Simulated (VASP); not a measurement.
Input:

```xyz
2
Lattice="0.0000 2.8761 2.8761 2.8761 0.0000 2.8761 2.8761 2.8761 0.0000" Properties=species:S:1:pos:R:3 pbc="T T T"
Zn     0.0000     0.0000     0.0000
Se     1.4380     1.4380     1.4380
```

Method: PBEsol GGA, VASP's PBE PAW potentials (set 64) (plane waves; VASP 6.6.1). Numerical set-up: 520 eV cut-off, 8×8×8 Γ-centred mesh, Gaussian smearing of 0.050 eV, potentials Zn Se.

Estimate the energy per atom (σ→0), pressure, band gap (on the k-mesh) with the smallest direct gap where there is one.

```
Item                                         Result
-----------------------------------  --------------
band gap (on the k-mesh)                    1.00 eV
smallest direct gap (on the k-mesh)         1.00 eV
energy per atom (σ→0)                -3.372 eV/atom
pressure                                  -3.33 GPa
```

The compound is ZnSe in the zinc blende structure. This cell is one point of a volume scan, at 1.06 of the reference volume.
